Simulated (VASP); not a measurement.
# Ga2SnO (I4/mmm) in VASP: a series of runs

Runs on Ga2SnO. Level: PBE. Tasks: relaxation of cell and atoms.

Everything below comes from runs of VASP 6.6.1. Logs are shortened: lines on timing, memory, paths and dates and some standing lists are left out, and cuts for length are marked.

## Step 1: The crystal as given

It takes space group I4/mmm (No. 139, tetragonal). The conventional cell has a = 5.957 Å, b = 5.957 Å, c = 4.049 Å, α = 90.00°, β = 90.00°, γ = 90.00°. Around Ga (site symmetry mmm) lie 2 Ga at 2.02 Å. Sn (site symmetry 4/mmm) is surrounded by 2 O at 2.02 Å. Around O (site symmetry 4/mmm) lie 2 Sn at 2.02 Å.

The cell was built by a generator and needn't be a form met in nature.

## Step 2: Relaxation of cell and atoms, PBE

File INCAR:

```
ALGO = Fast
EDIFF = 1E-4
EDIFFG = -0.08
ENCUT = 520
GGA = PE
IBRION = 2
ISIF = 3
ISMEAR = 0
LASPH = True
LCHARG = False
LREAL = False
LWAVE = False
NELM = 60
NSW = 24
PREC = Normal
SIGMA = 0.15
```

File KPOINTS:

```
k-points
0
Gamma
  5 5 5
```

File POSCAR:

```
Ga2SnO
1.0
   -2.9782638600      2.9782638600      2.0245383500
    2.9782638600     -2.9782638600      2.0245383500
    2.9782638600      2.9782638600     -2.0245383500
Ga Sn O
2 1 1
Direct
    0.5000000000      0.0000000000      0.5000000000
    0.0000000000      0.5000000000      0.5000000000
    0.5000000000      0.5000000000      0.0000000000
    0.0000000000      0.0000000000      0.0000000000
```

Potentials or basis: VASP PAW PBE potentials, release 64 (Ga_d, Sn_d, O).

The run is started by

```console
$ cat potpaw_PBE.64/Ga_d/POTCAR potpaw_PBE.64/Sn_d/POTCAR potpaw_PBE.64/O/POTCAR > POTCAR
$ mpirun -np 1 vasp_std > vasp.out
```

OUTCAR:

```text
EDIFF = 1E-4
   EDIFFG = -0.08
   ENCUT = 520
   GGA = PE
   IBRION = 2
   ISIF = 3
   ISMEAR = 0
   LASPH = True
   LREAL = False
   NELM = 60
   NSW = 24
   PREC = Normal

 ion  position               nearest neighbor table
   1  0.500  0.000  0.500-   2 2.02   2 2.02   3 2.98   3 2.98
   2  0.000  0.500  0.500-   1 2.02   1 2.02   3 2.98   3 2.98
   3  0.500  0.500  0.000-   4 2.02   4 2.02   1 2.98   1 2.98   2 2.98   2 2.98
   4  0.000  0.000  0.000-   3 2.02   3 2.02

  LATTYP: Found a body centered tetragonal cell.
 ALAT       =     5.9565277200
 C/A-ratio  =     0.6797713182

  Lattice vectors:

 A1 = (  -2.9782638600,   2.9782638600,   2.0245383500)
 A2 = (   2.9782638600,  -2.9782638600,   2.0245383500)
 A3 = (   2.9782638600,   2.9782638600,  -2.0245383500)

Analysis of symmetry for initial positions (statically):
=====================================================================
 Subroutine PRICEL returns:
 Original cell was already a primitive cell.

 Routine SETGRP: Setting up the symmetry group for a
 body centered tetragonal supercell.

 Subroutine GETGRP returns: Found 16 space group operations
 (whereof 16 operations were pure point group operations)
 out of a pool of 16 trial point group operations.

The static configuration has the point symmetry D_4h.

Analysis of symmetry for dynamics (positions and initial velocities):
=====================================================================
 Subroutine PRICEL returns:
 Original cell was already a primitive cell.

 Routine SETGRP: Setting up the symmetry group for a
 body centered tetragonal supercell.

 Subroutine GETGRP returns: Found 16 space group operations
 (whereof 16 operations were pure point group operations)
 out of a pool of 16 trial point group operations.

The dynamic configuration has the point symmetry D_4h.

 Subroutine INISYM returns: Found 16 space group operations
 (whereof 16 operations are pure point group operations),
 and found     1 'primitive' translations

----------------------------------------------------------------------------------------

                                     Primitive cell

  volume of cell :      71.8311

  direct lattice vectors                    reciprocal lattice vectors
    -2.978263860  2.978263860  2.024538350     0.000000000  0.167883043  0.246969883
     2.978263860 -2.978263860  2.024538350     0.167883043  0.000000000  0.246969883
     2.978263860  2.978263860 -2.024538350     0.167883043  0.167883043  0.000000000

  length of vectors
     4.673207332  4.673207332  4.673207332     0.298628263  0.298628263  0.237422476

  position of ions in fractional coordinates (direct lattice)
     0.500000000  0.000000000  0.500000000
     0.000000000  0.500000000  0.500000000
     0.500000000  0.500000000  0.000000000
     0.000000000  0.000000000  0.000000000

  ion indices of the primitive-cell ions
   primitive index   ion index
                 1           1
                 2           2
                 3           3
                 4           4

----------------------------------------------------------------------------------------

 KPOINTS: k-points

Automatic generation of k-mesh.
 Grid dimensions read from file:
 generate k-points for:    5    5    5

 Generating k-lattice:

  Cartesian coordinates                     Fractional coordinates (reciprocal lattice)
     0.000000000  0.033576609  0.049393977     0.200000000 -0.000000000  0.000000000
     0.033576609  0.000000000  0.049393977    -0.000000000  0.200000000  0.000000000
     0.033576609  0.033576609  0.000000000     0.000000000  0.000000000  0.200000000

  Length of vectors
     0.059725653  0.059725653  0.047484495

  Shift w.r.t. Gamma in fractional coordinates (k-lattice)
     0.000000000  0.000000000  0.000000000

 Subroutine IBZKPT returns following result:
 ===========================================

 Found     18 irreducible k-points:

 Following reciprocal coordinates:
            Coordinates               Weight
  0.000000  0.000000  0.000000      1.000000
  0.200000 -0.000000  0.000000      8.000000
  0.400000 -0.000000  0.000000      8.000000
  0.200000  0.200000  0.000000      8.000000
  0.400000  0.200000 -0.000000     16.000000
 -0.400000  0.200000 -0.000000     16.000000
[... 10 lines left out ...]
 -0.400000  0.400000  0.400000      4.000000
 -0.400000 -0.400000  0.400000      2.000000
   k-points           NKPTS =     18   k-points in BZ     NKDIM =     18   number of bands    NBANDS=     27
   number of dos      NEDOS =    301   number of ions     NIONS =      4
   total plane-waves  NPLWV =  21952
   dimension x,y,z NGX =    28 NGY =   28 NGZ =   28
   dimension x,y,z NGXF=    56 NGYF=   56 NGZF=   56
   ions per type =               2   1   1
   NGX,Y,Z   is equivalent  to a cutoff of   9.96,  9.96,  9.96 a.u.
   NGXF,Y,Z  is equivalent  to a cutoff of  19.92, 19.92, 19.92 a.u.
 SYSTEM =  unknown system
   PREC   = normal    normal or accurate (medium, high low for compatibility)
   ISTART =      0    job   : 0-new  1-cont  2-samecut
   ICHARG =      2    charge: 1-file 2-atom 10-const
   ISPIN  =      1    spin polarized calculation?
   LNONCOLLINEAR =      F non collinear calculations
   LSORBIT =      F    spin-orbit coupling
   LASPH  =      T    aspherical Exc in radial PAW
   ENCUT  =  520.0 eV  38.22 Ry    6.18 a.u.   8.69  8.69  8.69*2*pi/ulx,y,z
   NELM   =     60;   NELMIN=  2; NELMDL= -5     # of ELM steps
   EDIFF  = 0.1E-03   stopping-criterion for ELM
   LREAL  =      F    real-space projection
   EDIFFG = -.8E-01   stopping-criterion for IOM
   NSW    =     24    number of steps for IOM
   IBRION =      2    ionic relax: 0-MD 1-quasi-New 2-CG
   NFREE  =      1    steps in history (QN), initial steepest desc. (CG)
   ISIF   =      3    stress and relaxation
   ISYM   =      2    0-nonsym 1-usesym 2-fastsym
   POTIM  = 0.5000    time-step for ionic-motion
   TEBEG  =    0.0;   TEEND  =   0.0 temperature during run
   PSTRESS=    0.0 pullay stress
   NELECT =      46.0000    total number of electrons
   NUPDOWN=      -1.0000    fix difference up-down
   EMIN   =  10.00;   EMAX   =-10.00  energy-range for DOS
   EFERMI =   0.00;   METHOD = LEGACY
   ISMEAR =     0;   SIGMA  =   0.15  broadening in eV -4-tet -1-fermi 0-gaus
   EFERMI_NEDOS =   21; number of points for ismear=-14 and -15
   IALGO  =     68    algorithm
   IMIX   =      4    mixing-type and parameters
     AMIX     =   0.40;   BMIX     =  1.00
     AMIX_MAG =   1.60;   BMIX_MAG =  1.00
  volume/ion in A,a.u.               =      17.96       121.18
  Fermi-wavevector in a.u.,A,eV,Ry     =   1.411096  2.666585 27.091823  1.991193
  Thomas-Fermi vector in A             =   2.532983
   LORBIT       =      0    0 simple, 1 ext, 2 COOP (PROOUT), +10 PAW based schemes
   GGA     = PE    functional components
   LHFCALC =     F    Hartree Fock is set to
   AEXX    =    0.0000 exact exchange contribution
   IVDW    =     0    specifies the selected vdW correction
   LEPSILON=     F    determine dielectric tensor
   LRPA    =     F    only Hartree local field effects (RPA)
 conjugate gradient relaxation of ions
 non-spin polarized calculation
 RMM-DIIS sequential band-by-band and
 Gauss-broadening in eV      SIGMA  =   0.15
  energy-cutoff  :      520.00
  volume of cell :       71.83
 maximum number of plane-waves:      1951
   NGX = 17   NGY = 17   NGZ = 17

--------------------------------------- Ionic step        1  -------------------------------------------

 number of electron      45.9999993 magnetization

 Free energy of the ion-electron system (eV)
  ---------------------------------------------------
  ext. energy  EPLUGINS =         0.00000000
  ---------------------------------------------------
  free energy    TOTEN  =       -13.08744541 eV

  energy without entropy =      -13.07354793  energy(sigma->0) =      -13.08049667

------------------------ aborting loop because EDIFF is reached ----------------------------------------

  FORCE on cell =-STRESS in cart. coord.  units (eV):
  Direction    XX          YY          ZZ          XY          YZ          ZX
  --------------------------------------------------------------------------------------
  -------------------------------------------------------------------------------------
  Total       -0.9419267     -0.9419267     29.9738102      0.0000000     -0.0000000      0.0000000
  in kB      -21.0094831    -21.0094831    668.5596991      0.0000000     -0.0000000      0.0000000
  external PRESSURE =     208.8469110 kB  Pullay stress =       0.0000000 kB
[... 23 lines left out ...]
  energy  without entropy=      -13.0735479285  energy(sigma->0) =      -13.08049667

--------------------------------------- Ionic step        2  -------------------------------------------

 number of electron      46.0000036 magnetization

 E-fermi :   3.1628     XC(G=0):  -9.3893

 val. band max:        3.1022240376   @ k =  -0.4000  -0.4000   0.2000
 cond. band min:       3.1862609156   @ k =  -0.2000  -0.4000   0.2000
 fundamental gap:      0.0840368780
 Fermi energy:         3.1627564624

 k-point     1 :       0.0000    0.0000    0.0000
  band No.  band energies     occupation
      1     -18.0935      2.00000
      2     -18.0889      2.00000
      3     -18.0842      2.00000
      4     -18.0842      2.00000
      5     -18.0652      2.00000
      6     -12.5641      2.00000
[... 564 lines left out ...]
  energy  without entropy=      -14.2671479636  energy(sigma->0) =      -14.27900138

--------------------------------------- Ionic step        3  -------------------------------------------

 number of electron      45.9999924 magnetization

 E-fermi :   4.3297     XC(G=0):  -9.9460

 val. band max:        4.3012670702   @ k =  -0.4000  -0.4000   0.2000
 cond. band min:       4.3479970788   @ k =  -0.2000  -0.2000   0.2000
 fundamental gap:      0.0467300086
 Fermi energy:         4.3296715439

 k-point     1 :       0.0000    0.0000    0.0000
  band No.  band energies     occupation
      1     -16.8458      2.00000
      2     -16.8276      2.00000
      3     -16.8218      2.00000
      4     -16.7706      2.00000
      5     -16.7706      2.00000
      6     -12.0809      2.00000
[... 640 lines left out ...]
  energy  without entropy=      -15.5187314555  energy(sigma->0) =      -15.52640165

--------------------------------------- Ionic step        6  -------------------------------------------

 number of electron      46.0000008 magnetization

 Free energy of the ion-electron system (eV)
  ---------------------------------------------------
  ext. energy  EPLUGINS =         0.00000000
  ---------------------------------------------------
  free energy    TOTEN  =       -15.53841587 eV

  energy without entropy =      -15.52359354  energy(sigma->0) =      -15.53100471

 E-fermi :   5.8587     XC(G=0): -10.8161

 val. band max:        5.7993301980   @ k =  -0.4000  -0.4000   0.2000
 cond. band min:       5.8954415729   @ k =   0.0000   0.0000   0.0000
 fundamental gap:      0.0961113749
 Fermi energy:         5.8586519799

 k-point     1 :       0.0000    0.0000    0.0000
  band No.  band energies     occupation
      1     -15.3689      2.00000
      2     -15.3529      2.00000
      3     -15.2977      2.00000
      4     -15.2886      2.00000
      5     -15.2886      2.00000
      6     -10.9326      2.00000
[... 560 lines left out ...]
  FREE ENERGIE OF THE ION-ELECTRON SYSTEM (eV)
  ---------------------------------------------------
  free  energy   TOTEN  =       -15.5384158688 eV

  energy  without entropy=      -15.5235935450  energy(sigma->0) =      -15.53100471

 reached required accuracy - stopping structural energy minimisation
```

Wall time 2.4 min (1 thread of Intel Xeon Platinum 8259CL at 2.50GHz (Skylake/Cascade Lake), shared host); peak memory 0.18 GiB.

Results:

```yaml
Free_energy: -15.5384 eV
Relaxed_volume: 17.71 Å³/atom
Relaxed_cell: a = 4.525 Å, b = 4.525 Å, c = 4.525 Å, α = 106.84°, β = 106.84°, γ = 114.88°
Space_group_after_relaxing_to_0.05_Å: I4/mmm (No. 139)
Energy_gained_by_relaxing: 612.7 meV/atom
Ionic_steps: 6
Pressure_after_relaxing: 0.4 GPa
Band_gap_on_the_k_mesh: none (metal or under the smearing width)
```

Stress tensor (GPa, compression positive):
```
 0.65  0.00  0.00
 0.00  0.65  0.00
 0.00  0.00 -0.17
```

Step by step:
| step | energy change (eV) | largest force (eV/Å) | pressure (GPa) | volume (Å³) |
| --- | --- | --- | --- | --- |
| 1 | 0.0000 | 0.0000 | 20.88 | 71.83 |
| 2 | -1.2034 | 0.0000 | -12.05 | 95.59 |
| 3 | -2.0516 | 0.0000 | -5.28 | 83.94 |
| 4 | -2.3359 | 0.0000 | -3.59 | 77.50 |
| 5 | -2.4466 | 0.0000 | -1.17 | 72.63 |
| 6 | -2.4510 | 0.0000 | 0.38 | 70.86 |

Final structure:
```yaml
crystal:
  lattice:
    - [-2.69688, 2.69688, 2.43558]
    - [2.69688, -2.69688, 2.43558]
    - [2.69688, 2.69688, -2.43558]
  atoms:
    - { symbol: Ga, position: [0.50000, 0.00000, 0.50000] }
    - { symbol: Ga, position: [0.00000, 0.50000, 0.50000] }
    - { symbol: Sn, position: [0.50000, 0.50000, 0.00000] }
    - { symbol: O, position: [0.00000, 0.00000, 0.00000] }
```

Caveat: the k mesh is coarse (spacing up to 0.38 Å⁻¹), so the values aren't converged; the relaxation stopped at a loose force limit of 0.08 eV/Å, so its end isn't a converged minimum.

## Step 3: Relaxation of cell and atoms, PBE

This run uses another cell than the first one, of 17.68 Å³/atom, 0.984 times its volume.

INCAR is that of step 2.

KPOINTS is that of step 2.

File POSCAR:

```
Ga2SnO
1.0
    1.8000000000      1.0392304800      6.3000000000
   -1.8000000000      1.0392304800      6.3000000000
    0.0000000000     -2.0784609700      6.3000000000
Ga Sn O
2 1 1
Direct
    0.2340000000      0.2340000000      0.2340000000
    0.7660000000      0.7660000000      0.7660000000
    0.0000000000      0.0000000000      0.0000000000
    0.5000000000      0.5000000000      0.5000000000
```

Potentials or basis: VASP PAW PBE potentials, release 64 (Ga_d, Sn_d, O).

The run is started by

```console
$ cat potpaw_PBE.64/Ga_d/POTCAR potpaw_PBE.64/Sn_d/POTCAR potpaw_PBE.64/O/POTCAR > POTCAR
$ mpirun -np 1 vasp_std > vasp.out
```

Run time: 13 min. Hardware: 1 thread of Intel Xeon Platinum 8259CL at 2.50GHz (Skylake/Cascade Lake), shared host; peak memory 0.27 GiB.

The run converged. Its results:

```yaml
Free_energy: -16.1302 eV
Relaxed_volume: 17.90 Å³/atom
Relaxed_cell: a = 7.963 Å, b = 7.963 Å, c = 7.963 Å, α = 23.69°, β = 23.69°, γ = 23.69°
Space_group_after_relaxing_to_0.05_Å: R-3m (No. 166)
Energy_gained_by_relaxing: 141.9 meV/atom
Ionic_steps: 21
Pressure_after_relaxing: 0.5 GPa
Largest_force_after_relaxing: 0.065 eV/Å
Band_gap_on_the_k_mesh: none (metal or under the smearing width)
```

Forces on the atoms (eV/Å):
```
Ga   0.000  0.000  0.065
Ga   0.000  0.000 -0.065
Sn   0.000  0.000  0.000
O    0.000  0.000  0.000
```

Stress tensor (GPa, compression positive):
```
0.60 0.00 0.00
0.00 0.60 0.00
0.00 0.00 0.35
```

The path:
```csv
step,energy change (eV),largest force (eV/Å),pressure (GPa),volume (Å³)
1,0.0000,1.0369,0.68,70.71
2,-0.1431,0.6977,0.13,71.45
3,-0.3387,0.4273,-1.16,73.46
4,-0.4146,0.4593,1.14,71.67
5,-0.3609,0.8487,8.47,65.53
6,-0.4735,0.5293,3.02,69.80
7,-0.4766,0.7602,5.62,67.72
8,-0.4873,0.6615,4.66,68.55
9,-0.5150,0.5735,3.93,68.82
10,-0.5291,0.4277,3.14,69.19
11,-0.5453,0.3339,1.50,69.86
12,-0.5519,0.2885,1.90,70.21
13,-0.5612,0.2066,0.34,70.92
14,-0.5639,0.1685,0.67,71.25
15,-0.5660,0.0942,-0.72,71.92
16,-0.5657,0.2016,-0.05,71.68
17,-0.5659,0.1341,-0.37,71.76
18,-0.5666,0.1023,0.51,71.68
19,-0.5669,0.1020,-0.34,71.65
20,-0.5673,0.0778,0.72,71.58
21,-0.5676,0.0648,0.52,71.61
```

Final structure:
```
Ga Sn O
1.0
     1.63467    0.94377    7.73595
    -1.63467    0.94377    7.73595
     0.00000   -1.88755    7.73595
Ga Sn O
2 1 1
Direct
  0.22490 0.22490 0.22490
  0.77510 0.77510 0.77510
  0.00000 0.00000 0.00000
  0.50000 0.50000 0.50000
```

Levels at points of the mesh, in eV from the Fermi level:
| k point | band 20 | band 21 | band 22 | band 23 | band 24 | band 25 | band 26 | band 27 |
| --- | --- | --- | --- | --- | --- | --- | --- | --- |
| (0.00, 0.00, 0.00) | -3.75 | -3.61 | -3.61 | 1.94 | 2.55 | 7.08 | 7.09 | 7.14 |

Caveat: the k mesh is coarse (spacing up to 0.41 Å⁻¹), so the values aren't converged; the relaxation stopped at a loose force limit of 0.08 eV/Å, so its end isn't a converged minimum.
